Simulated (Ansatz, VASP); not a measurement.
CsSrF3: VASP beside Ansatz

The input INCAR:

```
SYSTEM = CsSrF3
  ALGO = Normal
  EDIFF = 1E-6
  ENCUT = 520
  GGA = CA
  ISIF = 2
  ISMEAR = 0
  LASPH = .True.
  LCHARG = .False.
  LREAL = .False.
  LWAVE = .False.
  NBANDS = 28
  NELM = 60
  PREC = Accurate
  SIGMA = 0.05
```

The input KPOINTS:

```
k-points
0
Gamma
  6 6 6
  0 0 0
```

POSCAR

```
CsSrF3
1.0
    4.8283253147      0.5805317827      0.5805317827
    0.5805317827      4.8283253147      0.5805317827
    0.5805317827      0.5805317827      4.8283253147
Cs Sr F
1 1 3
Direct
    0.0000000000      0.0000000000      0.0000000000
    0.5000000000      0.5000000000      0.5000000000
    0.0000000000      0.5000000000      0.5000000000
    0.5000000000      0.0000000000      0.5000000000
    0.5000000000      0.5000000000      0.0000000000
```

Input for Ansatz:

```yaml
crystal:
  lattice:
    - [4.8283253147, 0.5805317827, 0.5805317827]
    - [0.5805317827, 4.8283253147, 0.5805317827]
    - [0.5805317827, 0.5805317827, 4.8283253147]
  atoms:
    - { symbol: Cs, position: [0.0, 0.0, 0.0] }
    - { symbol: Sr, position: [0.5, 0.5, 0.5] }
    - { symbol: F, position: [0.0, 0.5, 0.5] }
    - { symbol: F, position: [0.5, 0.0, 0.5] }
    - { symbol: F, position: [0.5, 0.5, 0.0] }
basis:
  ecutwfc: 420
kpoints:
  mp_grid: { grid: [6, 6, 6] }
hamiltonian:
  xc: lda
scf:
  occupations: { method: gaussian, width: 0.05 }
output:
  forces: true
  stress: true
  eigenvalues: true
```

Alike in both runs: task single point; functional LDA; k mesh 6 × 6 × 6; occupations gaussian, width 0.05 eV; no spin polarisation.

```csv
,VASP,Ansatz
version,VASP 6.6.1,Ansatz 0.2.0
potentials or method,"VASP PAW LDA potentials, release 64 (Cs_sv, Sr_sv, F)","scalar-relativistic, plane waves, PAW"
plane-wave cutoff (eV),520,420
valence electrons in the cell,40,40
```

VASP gave:

```
gap on the k mesh at the Fermi level (eV)       : 4.99
least direct gap on the mesh (eV)               : 4.99
pressure (GPa)                                  : -3.6
largest component of the traceless stress (GPa) : 3.21
```

Problem. Which values does Ansatz return?

Solution. gap on the k mesh at the Fermi level (eV): 5.02; least direct gap on the mesh (eV): 5.02; pressure (GPa): -3.8; largest component of the traceless stress (GPa): 3.22.

Caveats: spin-orbit coupling is left out, which moves the levels of the heavy elements. A k mesh can miss the band edges.
